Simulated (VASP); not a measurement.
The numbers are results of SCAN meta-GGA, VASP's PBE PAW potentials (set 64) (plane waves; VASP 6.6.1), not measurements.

VASP ran on this input.

**POSCAR**
```
PbS
1
    0.0000000000     2.9454863966     2.9454863966
    2.9454863966     0.0000000000     2.9454863966
    2.9454863966     2.9454863966     0.0000000000
Pb S
1 1
Direct
  0.0000000000   0.0000000000   0.0000000000
  0.5000000000   0.5000000000   0.5000000000
```

KPOINTS:
```
Automatic mesh
0
Gamma
8 8 8
0 0 0
```

INCAR:
```
SYSTEM = PbS
PREC = Accurate
ENCUT = 520
EDIFF = 1E-7
NELM = 100
ALGO = Normal
LREAL = .FALSE.
LASPH = .TRUE.
ISMEAR = 0
SIGMA = 0.05
METAGGA = SCAN
LMIXTAU = .TRUE.
LMAXMIX = 4
LWAVE = .FALSE.
LCHARG = .FALSE.
ISIF = 2
```

POTCAR, in this order: Pb_d S (PBE.64 set). Program: vasp_std.

The resulting files:

OSZICAR:
```
       N       E                     dE             d eps       ncg     rms          rms(c)
DAV:   1     0.821921629413E+02    0.82192E+02   -0.10142E+04   812   0.154E+03
DAV:   2    -0.776535869098E+02   -0.15985E+03   -0.15548E+03   872   0.367E+02
DAV:   3    -0.911517267260E+02   -0.13498E+02   -0.13169E+02  1040   0.110E+02
DAV:   4    -0.914788487122E+02   -0.32712E+00   -0.32696E+00   940   0.201E+01
DAV:   5    -0.914913777233E+02   -0.12529E-01   -0.12529E-01  1148   0.393E+00    0.497E+00
DAV:   6    -0.860904395641E+02    0.54009E+01   -0.39435E+00  1010   0.424E+01    0.358E+00
DAV:   7    -0.864127395989E+02   -0.32230E+00   -0.11636E+00   872   0.160E+01    0.276E+00
DAV:   8    -0.864981494481E+02   -0.85410E-01   -0.72666E-01   812   0.885E+00    0.664E-01
DAV:   9    -0.864031065948E+02    0.95043E-01   -0.39288E-01   812   0.679E+00    0.529E-01
DAV:  10    -0.864762421141E+02   -0.73136E-01   -0.55731E-02   836   0.268E+00    0.183E-01
DAV:  11    -0.864813230160E+02   -0.50809E-02   -0.13121E-02   908   0.121E+00    0.106E-01
DAV:  12    -0.864739196702E+02    0.74033E-02   -0.25553E-02   830   0.205E+00    0.166E-01
DAV:  13    -0.864808424590E+02   -0.69228E-02   -0.32950E-02   824   0.213E+00    0.715E-02
DAV:  14    -0.864819411204E+02   -0.10987E-02   -0.24259E-03   842   0.605E-01    0.313E-02
DAV:  15    -0.864821839923E+02   -0.24287E-03   -0.28343E-04   842   0.213E-01    0.283E-02
DAV:  16    -0.864821863224E+02   -0.23300E-05   -0.25019E-05   962   0.613E-02    0.213E-02
DAV:  17    -0.864821434747E+02    0.42848E-04   -0.64410E-06   950   0.351E-02    0.108E-02
DAV:  18    -0.864821312014E+02    0.12273E-04   -0.15974E-06   878   0.222E-02    0.450E-03
DAV:  19    -0.864821330558E+02   -0.18544E-05   -0.64816E-07   836   0.911E-03    0.185E-03
DAV:  20    -0.864821317067E+02    0.13490E-05   -0.16093E-07   730   0.440E-03    0.347E-04
DAV:  21    -0.864821320445E+02   -0.33778E-06   -0.17852E-08   484   0.173E-03    0.420E-04
DAV:  22    -0.864821327117E+02   -0.66721E-06   -0.10550E-08   460   0.136E-03    0.658E-05
DAV:  23    -0.864821329421E+02   -0.23042E-06   -0.31763E-09   448   0.761E-04    0.246E-05
DAV:  24    -0.864821328606E+02    0.81509E-07   -0.98878E-10   430   0.470E-04
   1 F= -.86482133E+02 E0= -.86482133E+02  d E =-.720804E-12
```

OUTCAR:
```
------------------------ aborting loop because EDIFF is reached ----------------------------------------
  FORCE on cell =-STRESS in cart. coord.  units (eV):
  Direction    XX          YY          ZZ          XY          YZ          ZX
  --------------------------------------------------------------------------------------
  Total        0.6454666      0.6454666      0.6454666      0.0000000      0.0000000      0.0000000
  in kB       20.2340734     20.2340734     20.2340734      0.0000000      0.0000000      0.0000000
  external PRESSURE =      20.2340734 kB  Pullay stress =       0.0000000 kB
  volume of cell :       51.11
      direct lattice vectors                 reciprocal lattice vectors
     0.000000000  2.945486397  2.945486397    -0.169751251  0.169751251  0.169751251
     2.945486397  0.000000000  2.945486397     0.169751251 -0.169751251  0.169751251
     2.945486397  2.945486397  0.000000000     0.169751251  0.169751251 -0.169751251
  FREE ENERGIE OF THE ION-ELECTRON SYSTEM (eV)
  ---------------------------------------------------
  free  energy   TOTEN  =       -86.4821328606 eV

  energy  without entropy=      -86.4821328606  energy(sigma->0) =      -86.48213286
```
(Selected blocks of OUTCAR.)

The compound is PbS in the rock salt structure. This cell is one point of a volume scan, at 0.97 of the reference volume.
